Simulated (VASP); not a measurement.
Output of a VASP run:

**OSZICAR**
```
...
   4 F= -.84201654E+01 E0= -.84201654E+01  d E =-.978991E-03
       N       E                     dE             d eps       ncg     rms          rms(c)
DAV:   1    -0.842187888749E+01   -0.17132E-02   -0.50028E-02   420   0.119E+00    0.149E-01
DAV:   2    -0.842098539330E+01    0.89349E-03   -0.13607E-03   484   0.269E-01    0.851E-02
DAV:   3    -0.842058021256E+01    0.40518E-03   -0.11167E-03   464   0.184E-01    0.471E-02
DAV:   4    -0.842057924956E+01    0.96300E-06   -0.36436E-05   460   0.435E-02    0.435E-02
DAV:   5    -0.842057634682E+01    0.29027E-05   -0.93893E-06   476   0.199E-02    0.109E-02
DAV:   6    -0.842057678180E+01   -0.43499E-06   -0.15563E-06   296   0.792E-03
   5 F= -.84205768E+01 E0= -.84205768E+01  d E =-.411399E-03
       N       E                     dE             d eps       ncg     rms          rms(c)
DAV:   1    -0.842099569495E+01   -0.41935E-03   -0.13900E-02   420   0.630E-01    0.787E-02
DAV:   2    -0.842074815272E+01    0.24754E-03   -0.37680E-04   480   0.141E-01    0.446E-02
DAV:   3    -0.842063545745E+01    0.11270E-03   -0.31017E-04   460   0.969E-02    0.249E-02
DAV:   4    -0.842063514995E+01    0.30750E-06   -0.10184E-05   456   0.230E-02    0.230E-02
DAV:   5    -0.842063430155E+01    0.84840E-06   -0.25346E-06   408   0.106E-02
   6 F= -.84206343E+01 E0= -.84206343E+01  d E =-.468919E-03
       N       E                     dE             d eps       ncg     rms          rms(c)
DAV:   1    -0.842087599134E+01   -0.24084E-03   -0.13186E-02   408   0.650E-01    0.573E-02
DAV:   2    -0.842083389001E+01    0.42101E-04   -0.53508E-04   440   0.156E-01    0.290E-02
DAV:   3    -0.842080458989E+01    0.29300E-04   -0.45800E-05   476   0.400E-02    0.134E-02
DAV:   4    -0.842079927877E+01    0.53111E-05   -0.84694E-06   464   0.172E-02    0.126E-02
DAV:   5    -0.842079844693E+01    0.83184E-06   -0.15482E-06   284   0.886E-03
   7 F= -.84207984E+01 E0= -.84207984E+01  d E =-.164145E-03
       N       E                     dE             d eps       ncg     rms          rms(c)
DAV:   1    -0.842187521962E+01   -0.10759E-02   -0.11813E-01   408   0.195E+00    0.169E-01
DAV:   2    -0.842150450038E+01    0.37072E-03   -0.47974E-03   436   0.467E-01    0.841E-02
DAV:   3    -0.842124373610E+01    0.26076E-03   -0.40320E-04   476   0.119E-01    0.404E-02
DAV:   4    -0.842119551628E+01    0.48220E-04   -0.78829E-05   472   0.520E-02    0.384E-02
DAV:   5    -0.842118891478E+01    0.66015E-05   -0.15817E-05   504   0.260E-02    0.745E-03
DAV:   6    -0.842118880219E+01    0.11259E-06   -0.21094E-06   244   0.949E-03
   8 F= -.84211888E+01 E0= -.84211888E+01  d E =-.554501E-03
       N       E                     dE             d eps       ncg     rms          rms(c)
DAV:   1    -0.842428316135E+01   -0.30942E-02   -0.47147E-01   408   0.389E+00    0.338E-01
DAV:   2    -0.842284924312E+01    0.14339E-02   -0.19136E-02   436   0.934E-01    0.171E-01
DAV:   3    -0.842181403473E+01    0.10352E-02   -0.15660E-03   476   0.235E-01    0.795E-02
DAV:   4    -0.842161013744E+01    0.20390E-03   -0.33874E-04   468   0.106E-01    0.758E-02
DAV:   5    -0.842158472904E+01    0.25408E-04   -0.63465E-05   508   0.520E-02    0.170E-02
DAV:   6    -0.842158435203E+01    0.37701E-06   -0.10581E-05   504   0.194E-02    0.669E-03
DAV:   7    -0.842158472947E+01   -0.37744E-06   -0.35885E-07   252   0.460E-03
   9 F= -.84215847E+01 E0= -.84215847E+01  d E =-.950428E-03
```

OUTCAR:
```
------------------------ aborting loop because EDIFF is reached ----------------------------------------
  FORCE on cell =-STRESS in cart. coord.  units (eV):
  Direction    XX          YY          ZZ          XY          YZ          ZX
  --------------------------------------------------------------------------------------
  Total        0.0214557      0.0214557      0.0269328      0.0000000      0.0000000      0.0000000
  in kB        0.3327719      0.3327718      0.4177199      0.0000000      0.0000000      0.0000000
  external PRESSURE =       0.3610879 kB  Pullay stress =       0.0000000 kB
  volume of cell :      103.30
      direct lattice vectors                 reciprocal lattice vectors
     2.064007065 -3.574964685  0.000000000     0.242247233 -0.139861521  0.000000000
     2.064007065  3.574964685  0.000000000     0.242247233  0.139861521  0.000000000
    -0.000000000  0.000000000  6.999935295     0.000000000  0.000000000  0.142858463
 POSITION                                       TOTAL-FORCE (eV/Angst)
 -----------------------------------------------------------------------------------
     -0.00000      0.00000      6.99994         0.000000     -0.000000      0.000000
      2.06401      1.19166      1.66783        -0.000000      0.000000      0.001042
      2.06401     -1.19166      5.33210         0.000000     -0.000000     -0.001042
 -----------------------------------------------------------------------------------
    total drift:                               -0.000000     -0.000000      0.000000
  FREE ENERGIE OF THE ION-ELECTRON SYSTEM (eV)
  ---------------------------------------------------
  free  energy   TOTEN  =        -8.4215847295 eV

  energy  without entropy=       -8.4215847295  energy(sigma->0) =       -8.42158473

 reached required accuracy - stopping structural energy minimisation
```
(Selected blocks of OUTCAR.)

File POSCAR:
```
MgI2
1
    2.0750000000    -3.5940050000     0.0000000000
    2.0750000000     3.5940050000     0.0000000000
    0.0000000000     0.0000000000     6.8600000000
Mg I
1 2
Direct
  0.0000000000   0.0000000000   0.0000000000
  0.3333330000   0.6666670000   0.2420000000
  0.6666670000   0.3333330000   0.7580000000
```

Problem. Reconstruct the remaining input files.

Solution. This is not unique; one that fits is the input of the run itself, PBEsol GGA, plane waves, VASP's PBE PAW potentials (set 64).

### INCAR
```
ALGO  =  Normal
EDIFF  =  1E-6
EDIFFG  =  -0.02
ENCUT  =  400
GGA  =  PS
IBRION  =  2
ISIF  =  3
ISMEAR  =  0
LASPH  =  T
LCHARG  =  F
LMAXMIX  =  4
LREAL  =  F
LWAVE  =  F
NELM  =  100
NSW  =  60
PREC  =  Accurate
SIGMA  =  0.05
SYSTEM  =  MgI2
```

### KPOINTS
```
Automatic mesh
0
Gamma
6 6 3
0 0 0
```

POTCAR, in this order: Mg I (PBE.64 set). Program: vasp_std.

Without a dispersion term in the relaxation, distances and binding between the weakly bound layers, chains or molecules are unreliable, and so is what depends on them.

The compound is MgI2 in the 1T layered structure. This run relaxes it. Symmetry was kept, so distortions that lower it aren't found. The start is the result of an earlier pass.
